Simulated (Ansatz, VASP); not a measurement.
# H4RuCl in VASP and in Ansatz

```xyz
6
Lattice="3.0975 0.0000 0.0000 -1.5488 2.6825 0.0000 0.0000 0.0000 5.5004" Properties=species:S:1:pos:R:3 pbc="T T T"
H     0.0000    1.7884    4.6617
H     0.0000    1.7884    0.8387
H     1.5488    0.8942    4.6617
H     1.5488    0.8942    0.8387
Ru    0.0000    0.0000    0.0000
Cl    0.0000    0.0000    2.7502
```

Change from the starting cell: species swapped into the NbVB4 type (P6/mmm, No. 191).

Alike in both runs: functional PBE; k mesh 12 × 12 × 8; occupations gaussian, width 0.1 eV; no spin polarisation.

Ansatz relaxed the structure, and its values are those at the end. VASP's run is a single point on that final structure, the one shown.

```csv
,VASP,Ansatz
version,VASP 6.6.1,Ansatz 0.2.0
potentials or method,"VASP PAW PBE potentials, release 64 (H, Ru_pv, Cl)","scalar-relativistic, plane waves, PAW"
plane-wave cutoff (eV),520,420
valence electrons in the cell,25,27
```

```tsv
	VASP	Ansatz	Ansatz less VASP
gap on the k mesh at the Fermi level (eV)	none	none	-
pressure (GPa)	-0.2	0.0	+0.21
```

A gap of «none» marks a metal or a gap that the smearing closes. The two sets of potentials don't hold the same shells in valence.

Caveats: an odd number of electrons without spin polarisation forces a metal; a magnetic or distorted state may lie lower.
